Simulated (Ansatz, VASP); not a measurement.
# Mg3SiO: VASP beside Ansatz

Aim: how closely do two programs agree when they are given the same cell, functional and k mesh? The cell is generated by rule, not measured, and may not be a known phase. The cell is taken from a series of runs on this material, whose earlier steps may have relaxed, scaled, displaced or heated it; both programs get it as it stands.

Method: plane waves, with VASP 6.6.1 beside it; relaxation of cell and atoms at PBE, in Ansatz 0.2.0.

The structure was built from a prototype and need not be the compound's stable phase.

### 1. Starting point

Symmetry: Pm-3m, No. 221, cubic system. The conventional cell has a = 4.219 Å, b = 4.219 Å, c = 4.219 Å, α = 90.00°, β = 90.00°, γ = 90.00°. Nearest to Mg lie 2 O at 2.11 Å and 8 Mg at 2.98 Å and 4 Si at 2.98 Å. Si has 12 Mg at 2.98 Å nearest. O has 6 Mg at 2.11 Å nearest. Farther neighbours and most contacts between anions are not listed.

Coordinates:

```
Mg Si O
1.0
     4.21925    0.00000    0.00000
     0.00000    4.21925    0.00000
     0.00000    0.00000    4.21925
Mg Si O
3 1 1
Direct
  0.00000 0.50000 0.50000
  0.50000 0.00000 0.50000
  0.50000 0.50000 0.00000
  0.00000 0.00000 0.00000
  0.50000 0.50000 0.50000
```

### 2. VASP: relaxation of cell and atoms, PBE, pair 1

The relaxed volume is the usual yardstick between codes: in a stiff, nearly cubic crystal its relative difference is about their pressure difference at one cell divided by the bulk modulus.

Lines of VASP's logs that name or quote its potential files are left out, and so is its time.

INCAR reads:

```
SYSTEM = Mg3SiO
PREC = Accurate
ENCUT = 600
EDIFF = 1E-07
NELM = 120
ISMEAR = 0
SIGMA = 0.01
LREAL = .FALSE.
ALGO = Normal
GGA = PE
NBANDS = 14
LORBIT = 11
LWAVE = .FALSE.
LCHARG = .FALSE.
ISIF = 3
IBRION = 2
NSW = 80
EDIFFG = -0.005
LASPH = .TRUE.
GGA_COMPAT = .FALSE.
NELMIN = 4
KPAR = 2
```

POSCAR reads:

```
Mg3SiO
1.0
    4.2192460000      0.0000000000      0.0000000000
    0.0000000000      4.2192460000      0.0000000000
    0.0000000000      0.0000000000      4.2192460000
Mg Si O
3 1 1
Direct
    0.0000000000      0.5000000000      0.5000000000
    0.5000000000      0.0000000000      0.5000000000
    0.5000000000      0.5000000000      0.0000000000
    0.0000000000      0.0000000000      0.0000000000
    0.5000000000      0.5000000000      0.5000000000
```

KPOINTS reads:

```
Automatic mesh
0
Gamma
8 8 8
0 0 0
```

The projector-augmented-wave data sets are Mg, Si and O (PBE family, release 64).

Command:

```
$ mpirun -np 2 vasp_std
```

Numbers of over 12 decimals in the logs are rounded to 6 here.

What it wrote:

```text
[banner, memory and clock lines left out]
running    2 mpi-ranks, on    1 nodes
 distrk:  each k-point on    1 cores,    2 groups
 distr:  one band on    1 cores,    1 groups

 POSCAR found type information on POSCAR MgSiO
 POSCAR found :  3 types and       5 ions
 LDA part: xc-table for (Slater+PW92), standard interpolation
 POSCAR, INCAR and KPOINTS ok, starting setup
 FFT: planning ... GRIDC
 FFT: planning ... GRID_SOFT
 FFT: planning ... GRID
 WAVECAR not read
 entering main loop
       N       E                     dE             d eps       ncg     rms          rms(c)
DAV:   1     0.553549286422E+02    0.55355E+02   -0.68404E+03   980   0.104E+03
DAV:   2    -0.160782363128E+02   -0.71433E+02   -0.64262E+02  1260   0.170E+02
DAV:   3    -0.222139949155E+02   -0.61358E+01   -0.60944E+01  1250   0.531E+01
DAV:   4    -0.222622124019E+02   -0.48217E-01   -0.48208E-01  1166   0.554E+00
DAV:   5    -0.222625433423E+02   -0.33094E-03   -0.33093E-03  1292   0.471E-01    0.847E+00
DAV:   6    -0.201291700390E+02    0.21334E+01   -0.93741E+00  1178   0.237E+01    0.363E+00
DAV:   7    -0.199968928020E+02    0.13228E+00   -0.40540E-01  1108   0.608E+00    0.184E+00
DAV:   8    -0.199594194397E+02    0.37473E-01   -0.13242E-01  1244   0.259E+00    0.470E-01
DAV:   9    -0.199558196169E+02    0.35998E-02   -0.17719E-02  1226   0.112E+00    0.223E-01
DAV:  10    -0.199550096444E+02    0.80997E-03   -0.65156E-03  1256   0.662E-01    0.950E-02
DAV:  11    -0.199550279631E+02   -0.18319E-04   -0.13253E-03  1160   0.302E-01    0.620E-02
DAV:  12    -0.199549510279E+02    0.76935E-04   -0.36404E-04  1238   0.156E-01    0.138E-02
DAV:  13    -0.199549498808E+02    0.11471E-05   -0.35612E-05  1058   0.425E-02    0.982E-03
DAV:  14    -0.199549494660E+02    0.41480E-06   -0.36337E-06  1220   0.138E-02    0.556E-03
DAV:  15    -0.199549495623E+02   -0.96340E-07   -0.25198E-07  1076   0.341E-03
   1 F= -.19954950E+02 E0= -.19954883E+02  d E =-.199549E+02
 curvature:   0.00 expect dE= 0.000E+00 dE for cont linesearch  0.000E+00
 trial: gam= 0.00000 g(F)=  0.000E+00 g(S)=  0.465E-03 ort = 0.000E+00 (trialstep = 0.100E+01)
 search vector abs. value=  0.465E-03
 bond charge predicted
       N       E                     dE             d eps       ncg     rms          rms(c)
DAV:   1    -0.199561047838E+02   -0.11553E-02   -0.15539E-02  1214   0.107E+00    0.230E-01
DAV:   2    -0.199552367482E+02    0.86804E-03   -0.49401E-03  1226   0.629E-01    0.428E-02
DAV:   3    -0.199551830101E+02    0.53738E-04   -0.31268E-04  1072   0.161E-01    0.165E-02
DAV:   4    -0.199551806596E+02    0.23505E-05   -0.65629E-05  1136   0.541E-02    0.119E-02
DAV:   5    -0.199551794536E+02    0.12059E-05   -0.12737E-05  1184   0.317E-02    0.410E-03
DAV:   6    -0.199551794697E+02   -0.16015E-07   -0.16909E-06  1076   0.117E-02    0.143E-03
DAV:   7    -0.199551796337E+02   -0.16401E-06   -0.10688E-07   578   0.263E-03    0.901E-04
DAV:   8    -0.199551796137E+02    0.20011E-07   -0.29513E-08   544   0.159E-03
   2 F= -.19955180E+02 E0= -.19955113E+02  d E =-.230051E-03
 trial-energy change:   -0.000230  1 .order   -0.000216   -0.000465    0.000032
 step:   0.9438(harm=  0.9349)  dis= 0.00000  next Energy=   -19.955181 (dE=-0.231E-03)
 reached required accuracy - stopping structural energy minimisation
```

From OUTCAR (step 2):

```text
ion  position               nearest neighbor table
   1  0.000  0.500  0.500-   5 2.11   5 2.11   4 2.98   2 2.98   3 2.98   4 2.98   2 2.98   4 2.98
                             4 2.98   2 2.98   3 2.98   3 2.98   3 2.98   2 2.98
   2  0.500  0.000  0.500-   5 2.11   5 2.11   4 2.98   1 2.98   3 2.98   4 2.98   1 2.98   3 2.98
                             3 2.98   3 2.98   1 2.98   4 2.98   4 2.98   1 2.98
   3  0.500  0.500  0.000-   5 2.11   5 2.11   4 2.98   1 2.98   1 2.98   2 2.98   2 2.98   2 2.98
                             4 2.98   2 2.98   1 2.98   4 2.98   1 2.98   4 2.98
   4  0.000  0.000  0.000-   1 2.98   2 2.98   3 2.98   1 2.98   2 2.98   1 2.98   3 2.98   1 2.98
                             2 2.98   3 2.98   2 2.98   3 2.98
   5  0.500  0.500  0.500-   1 2.11   2 2.11   3 2.11   3 2.11   2 2.11   1 2.11

  LATTYP: Found a simple cubic cell.
 ALAT       =     4.2192460000

 Subroutine GETGRP returns: Found 48 space group operations
 (whereof 48 operations were pure point group operations)

The static configuration has the point symmetry O_h .

 Found     35 irreducible k-points:

   k-points           NKPTS =     35   k-points in BZ     NKDIM =     35   number of bands    NBANDS=     14

   dimension x,y,z NGX =    36 NGY =   36 NGZ =   36
   dimension x,y,z NGXF=    72 NGYF=   72 NGZF=   72

   ENCUT  =  600.0 eV  44.10 Ry    6.64 a.u.   8.43  8.43  8.43*2*pi/ulx,y,z

   NELECT =      16.0000    total number of electrons

 k-points in reciprocal lattice and weights: Automatic mesh
   0.00000000  0.00000000  0.00000000       0.002
   0.12500000  0.00000000  0.00000000       0.012
   0.25000000  0.00000000  0.00000000       0.012
   0.37500000  0.00000000  0.00000000       0.012
   0.50000000  0.00000000  0.00000000       0.006
   0.12500000  0.12500000  0.00000000       0.023
   0.25000000  0.12500000  0.00000000       0.047
   0.37500000  0.12500000  0.00000000       0.047
   0.50000000  0.12500000  0.00000000       0.023
[...]
0.50000000  0.50000000  0.37500000       0.012
   0.50000000  0.50000000  0.50000000       0.002

 average (electrostatic) potential at core
       1 -36.8927       2 -36.8927       3 -36.8927       4 -83.1959       5 -71.4724

 E-fermi :   5.4678

 k-point     1 :       0.0000    0.0000    0.0000
  band No.  band energies     occupation
    ...
      4      -0.7444      2.00000
      5      -0.7444      2.00000
      6       4.9797      2.00000
      7       4.9797      2.00000
      8       4.9797      2.00000
      9       6.0498      0.00000
     10       6.0498      0.00000
     11       7.1585      0.00000
     12      11.1697      0.00000
     13      11.1697      0.00000
    ...

 k-point     2 :       0.1250    0.0000    0.0000
  band No.  band energies     occupation
    ...
      4      -0.7237      2.00000
      5      -0.7237      2.00000
      6       3.8935      2.00000
      7       4.9540      2.00000
      8       4.9540      2.00000
      9       6.1615      0.00000
     10       6.6980      0.00000
     11       8.0152      0.00000
     12      10.6583      0.00000
     13      10.6583      0.00000
    ...

 k-point     3 :       0.2500    0.0000    0.0000
  band No.  band energies     occupation
    ...
      4      -0.6724      2.00000
      5      -0.6381      2.00000
      6       2.5311      2.00000
      7       4.8853      2.00000
      8       4.8853      2.00000
      9       6.4771      0.00000
     10       7.3490      0.00000
     11       9.9113      0.00000
     12       9.9580      0.00000
     13       9.9580      0.00000
    ...

  Total        0.0088196      0.0088196      0.0088196     -0.0000000     -0.0000000      0.0000000
  in kB        0.1888203      0.1888203      0.1888203     -0.0000000     -0.0000000      0.0000000
  external PRESSURE =       0.1888203 kB  Pullay stress =       0.0000000 kB

  energy-cutoff  :      600.00
  volume of cell :       74.84
      direct lattice vectors                 reciprocal lattice vectors
     4.214087736 -0.000000000  0.000000000     0.237299283  0.000000000  0.000000000
    -0.000000000  4.214087736 -0.000000000     0.000000000  0.237299283  0.000000000
    -0.000000000 -0.000000000  4.214087736    -0.000000000  0.000000000  0.237299283

 POSITION                                       TOTAL-FORCE (eV/Angst)
 -----------------------------------------------------------------------------------
     -0.00000      2.10704      2.10704         0.000000      0.000000      0.000000
      2.10704     -0.00000      2.10704         0.000000      0.000000      0.000000
      2.10704      2.10704      0.00000         0.000000      0.000000      0.000000
      0.00000      0.00000      0.00000         0.000000      0.000000      0.000000
      2.10704      2.10704      2.10704        -0.000000     -0.000000      0.000000
 -----------------------------------------------------------------------------------
    total drift:                                0.000000      0.000000      0.000000

  FREE ENERGIE OF THE ION-ELECTRON SYSTEM (eV)
  ---------------------------------------------------
  free  energy   TOTEN  =       -19.9551796137 eV

  energy  without entropy=      -19.9550473817  energy(sigma->0) =      -19.95511350

 reached required accuracy - stopping structural energy minimisation

 total charge
# of ion       s       p       d       tot
------------------------------------------
    1        0.155   0.149   0.046   0.350
    2        0.155   0.149   0.046   0.350
    3        0.155   0.149   0.046   0.350
    4        0.754   0.910   0.000   1.664
    5        1.558   3.515   0.000   5.072
--------------------------------------------------
tot          2.777   4.871   0.139   7.787

[... 3 further parts left out ...]
```

CONTCAR:

```
Mg3SiO
   1.00000000000000
     4.2140877364479596   -0.0000000000000000    0.0000000000000000
    -0.0000000000000000    4.2140877364479596   -0.0000000000000000
    -0.0000000000000000   -0.0000000000000000    4.2140877364479596
  Mg              Si              O
     3     1     1
Direct
     0.0000000000000000    0.5000000000000000    0.5000000000000000
     0.5000000000000000    0.0000000000000000    0.5000000000000000
     0.5000000000000000    0.5000000000000000    0.0000000000000000
     0.0000000000000000    0.0000000000000000    0.0000000000000000
     0.5000000000000000    0.5000000000000000    0.5000000000000000
```

The run keeps the 48 symmetry operations of its start, so it cannot find a distortion of lower symmetry.

### 3. Ansatz: relaxation of cell and atoms, PBE, pair 1

Ansatz runs on its NC files.

The same cell, functional, mesh and smearing now go to Ansatz, which takes its cutoff from its data sets.

input.yaml reads:

```yaml
crystal:
  lattice:
    - [4.2192460247, 0.0, 0.0]
    - [0.0, 4.2192460247, 0.0]
    - [0.0, 0.0, 4.2192460247]
  atoms:
    - { symbol: Mg, position: [0.0, 0.5, 0.5] }
    - { symbol: Mg, position: [0.5, 0.0, 0.5] }
    - { symbol: Mg, position: [0.5, 0.5, 0.0] }
    - { symbol: Si, position: [0.0, 0.0, 0.0] }
    - { symbol: O, position: [0.5, 0.5, 0.5] }
kpoints:
  mp_grid: { grid: [8, 8, 8] }
hamiltonian:
  xc: pbe
  pseudopotentials: { kind: nc }
scf:
  occupations: { method: gaussian, width: 0.01 }
output:
  forces: true
  stress: true
  eigenvalues: true
  write_density: true
  write_potential: true
  elf: true
  volumetric_format: npy
relax:
  adjacent_minimum: "off"
  f_tol: 0.005
  max_steps: 80
  cell: { stress_tol: 0.05 }
```

Command:

```
$ ansatz run input.yaml --threads 8 --pin off --max-ram 14336MiB --backend cpu --events-out ev --progress --plain --runs-dir out
```

What it wrote:

```text
Engine: ansatz 0.2.0, x86_64-unknown-linux-gnu
Pseudopotentials: kind: nc
Pseudopotential: Mg, nc, valence charge 10, recommended cutoff 1142.878222 eV (normal), Mg.nc.azcp
Pseudopotential: Si, nc, valence charge 4, recommended cutoff 489.804952 eV (normal), Si.nc.azcp
Pseudopotential: O, nc, valence charge 6, recommended cutoff 1240 eV (normal), O.nc.azcp
Functional definition: PBE
  parameter kappa = 0.804
  parameter beta = 0.066725
  exchange = pbe_x(kappa = kappa, mu = beta*pi^2/3)
  correlation = pbe_c(beta = beta)
Crystal: 5 atoms, lattice volume = 75.111 Å³
Basis set: ecut = 1240 eV, 7441 PW (Γ), exchange–correlation on 100×100×100 points (8 copies of the dense FFT grid, shifted against one another)
Bands: 25, of which v1, the nominal top of the filled ones, is band 20 counted from 1 (19 counted from 0)
Symmetry: 48 space group operations
Space group: Pm-3m (ITA 221), of the structure as read, at distance tolerance 4.2e-5 Å
k-points: 35 of 512
Non-local potential: Mg, projectors of the file, l = 0: 2, l = 1: 2
Non-local potential: Si, projectors of the file, l = 0: 2, l = 1: 2, l = 2: 2
Non-local potential: O, projectors of the file, l = 0: 2, l = 1: 2, l = 2: 1
Initial density: superposition of atomic densities (chi_scale 0.1, normalization cell, long waves kept (reshape's long-wave potential 0.01 eV rms))
Initial wavefunctions: pseudopotential atomic-orbital guess
Functional: x = pbe(κ = 0.804, μ = 0.219515), c = pbe(β = 0.066725)
SCF iter   1: F=—  HF=-5432.411064 eV  |F-HF|=—  |Δ(HF+E_count)|=         —  Δρ=9.40e-2  dr2=7.87e0  ethr=3.10e-3  ⟨swp⟩=6.7  Hψ=4265  notcnv=0
preconditioner: auto → Resta (q_TF=auto, 2.456 Å⁻¹)  ε∞=4.5  [insulator: Δε(μ)=0.415 eV  Ē_g=9.180 eV  σ=0.010 eV  W_gap=1.00  n_scr=18 (ndim 8)  ℏωp=17.1 eV  f_vac=0.000  D(μ)=0.00/eV (n_scr^D=0)  ε∞_Penn≈4.5]
SCF iter   2: F=—  HF=-5430.883296 eV  |F-HF|=—  |Δ(HF+E_count)|=    1.53e0  Δρ=4.08e-2  dr2=9.90e-1  ethr=3.10e-3  ⟨swp⟩=4.0  Hψ=1765  notcnv=0  defer=35
SCF iter   3: F=—  HF=-5430.675708 eV  |F-HF|=—  |Δ(HF+E_count)|=   2.08e-1  Δρ=1.50e-2  dr2=2.48e-1  ethr=2.47e-3  ⟨swp⟩=2.0  Hψ=1543  notcnv=0  defer=34
SCF iter   4: F=—  HF=-5430.635834 eV  |F-HF|=—  |Δ(HF+E_count)|=   3.99e-2  Δρ=5.51e-3  dr2=3.42e-2  ethr=6.21e-4  ⟨swp⟩=2.1  Hψ=1093  notcnv=0  defer=34
SCF iter   5: F=—  HF=-5430.629379 eV  |F-HF|=—  |Δ(HF+E_count)|=   6.46e-3  Δρ=1.04e-3  dr2=1.75e-3  ethr=8.54e-5  ⟨swp⟩=2.9  Hψ=1532  notcnv=0  defer=34
SCF iter   6: F=—  HF=-5430.628995 eV  |F-HF|=—  |Δ(HF+E_count)|=   3.84e-4  Δρ=1.28e-4  dr2=2.77e-5  ethr=4.38e-6  ⟨swp⟩=2.1  Hψ=1177  notcnv=0  defer=34
SCF iter   7: F=—  HF=-5430.627584 eV  |F-HF|=—  |Δ(HF+E_count)|=   1.41e-3  Δρ=2.99e-5  dr2=6.79e-7  ethr=6.93e-8  ⟨swp⟩=2.6  Hψ=1420  notcnv=0  defer=34
SCF iter   8: F=-5430.627584 eV  HF=-5430.627584 eV  |F-HF|=1.64e-8  |Δ(HF+E_count)|=   4.91e-8  Δρ=5.76e-6  dr2=3.52e-8  ethr=2.50e-10  ⟨swp⟩=17.1  Hψ=6921  notcnv=0
SCF 1 converged in 8 iterations: F = -5430.627584 eV  dr2 = 3.52e-8
relax step   1: F+E_penalty+E_count = -5430.62758355 eV  Δ(F+E_penalty+E_count) = +0.000e0 eV  max|allowed force component| = 1.787e-28 eV/Å  Δτ_max = 0.0000 Å  P = +0.139 GPa  Ω = 75.111 Å³  (8 SCF iters, dr2 threshold 1.00e-7 eV, accepted)
[...]
relax step   2: F+E_penalty+E_count = -5430.62761827 eV  Δ(F+E_penalty+E_count) = -3.472e-5 eV  max|allowed force component| = 1.193e-28 eV/Å  Δτ_max = 0.0000 Å  P = +0.045 GPa  Ω = 75.198 Å³  energy of the carried Pulay correction = -1.517e-5 eV  (3 SCF iters, dr2 threshold 4.86e-8 eV, accepted)
[...]
relax step   3: F+E_penalty+E_count = -5430.62763240 eV  Δ(F+E_penalty+E_count) = -1.413e-5 eV  max|allowed force component| = 1.982e-28 eV/Å  Δτ_max = 0.0000 Å  P = +0.045 GPa  Ω = 75.198 Å³  stress off target by 4.55e-2 GPa  SCF on the basis re-selected at this cell (its energy is not comparable with the rows above)  (6 SCF iters)
basis re-selected at this cell: Δ(F+E_penalty+E_count) = -1.413e-5 eV, ΔP = +0.000 GPa vs the last step (what re-selecting the basis moved, of the pressure what is left beyond the Pulay correction that the steps carried, after the strain that the cell walked since its last selection, with what the two solves' SCF thresholds leave and, on support functions, any second-order correction that the steps lacked; it is no m [...]
SCF converged after 6 iterations
Free energy (F): -5430.627632 eV
Harris-Foulkes:  -5430.627632 eV  (|F-HF|=9.09e-13)
Internal energy: -5430.627500 eV  (E = F + TS)
E sigma→0 (E₀):  -5430.627566 eV
Entropy (-TS):   -0.000132 eV (-0.026 meV/atom)
Fermi energy:    8.559081 eV
--- Per-component energies (eV) ---
  E_band       = -1003.375430
  E_kinetic    = 3135.614986
  E_local      = -5444.291926  (includes V_loc(G=0)·N_el)
  E_nonlocal   = -1601.502863
  E_hartree    = 1963.111342
  E_xc         = -820.725200
  E_vxc        = -1019.418272  (∫ρ·V_xc dr)
  E_ewald      = -2662.833839
  E_smearing   = -0.000132  (= −TS)
  E_closure    = -0.000000  (closes the sum)
  Σ components = -5430.627632   (vs F -5430.627632, Δ=0.00e0)
--- Forces (eV/Å), atoms counted from 1 ---
  atom   1  Mg    -0.00000000    -0.00000000     0.00000000
  atom   2  Mg    -0.00000000     0.00000000    -0.00000000
  atom   3  Mg     0.00000000     0.00000000     0.00000000
  atom   4  Si    -0.00000000    -0.00000000     0.00000000
  atom   5  O      0.00000000     0.00000000     0.00000000
  max |Σ_I F_I| component: 1.19e-28 eV/Å
--- Stress (GPa, compression-positive) ---
        0.045491       0.000000      -0.000000
        0.000000       0.045491      -0.000000
       -0.000000      -0.000000       0.045491
  P = ⅓ Tr σ = 0.0455 GPa (0.455 kbar)
--- Band table (eV; the first three rows and the last of 35) ---
  k-point 0: bands = [... 16 lower, 2.3735, 8.0677, 8.0677, 8.0677, 9.1468, 9.1468, 10.2072, 14.2656, ... 1 higher]
  k-point 1: bands = [... 16 lower, 2.3938, 6.9844, 8.0430, 8.0430, 9.2586, 9.7806, 11.0741, 13.7486, ... 1 higher]
  k-point 2: bands = [... 16 lower, 2.4724, 5.6253, 7.9769, 7.9769, 9.5743, 10.4201, 12.9743, 13.0431, ... 1 higher]
  k-point 34: bands = [... 16 lower, 2.0938, 5.1258, 5.1258, 5.1258, 10.2231, 10.2231, 10.2231, 13.0285, ... 1 higher]
--- Relaxed structure (2 steps of the walk, 2 accepted, 1 SCFs on fresh bases) ---
  F+E_penalty+E_count = -5430.62763240 eV   max|allowed force component| = 1.982e-28 eV/Å   (the final SCF, on the basis selected at the relaxed cell)
  cell:  # Å, volume = 75.1977 Å³
    - [4.220866, 0, 0]
    - [0, 4.220866, 0.0]
    - [0, 0.0, 4.220866]
  atoms:
    - { symbol: Mg, position: [0, 0.500000, 0.500000] }
    - { symbol: Mg, position: [0.500000, 0, 0.500000] }
    - { symbol: Mg, position: [0.500000, 0.500000, 0] }
    - { symbol: Si, position: [0, 0, 0] }
    - { symbol: O, position: [0.500000, 0.500000, 0.500000] }
```

Reading the cycles: dr2 is the Hartree energy of the density residual (eV), the measure of convergence; HF is the Harris–Foulkes estimate of the energy, which meets the free energy F at convergence.

### 4. Differences

Known differences besides the potentials themselves: the data sets hold 40 valence electrons in Ansatz (on its NC files) and 16 in VASP; the cutoff is 1240 eV in Ansatz and 600 eV in VASP; Ansatz adds a Pulay correction to the stress that steers its cell, VASP none. Total energies have different zeros and are not compared.

Both answers:

| quantity | Ansatz | VASP | difference |
| --- | --- | --- | --- |
| volume (Å³) | 75.20 | 74.84 | +0.48 % |
| edge a after relaxation, in the typed setting (Å) | 4.221 | 4.214 | +0.16 % |

[end of part 1 of 2]

[Lines on the potential files, build, host, timing and source positions are cut from VASP's logs without a mark.]

[Logs are printed without paths, hosts, clocks, repeated set-up lines and the standing remarks that a program may print on its own settings, such as how far it seeks lower states.]

[Hosts, paths, dates, database ids (printed as entryN), source tags and the programs' standing remarks are cut or masked in the printed files.]
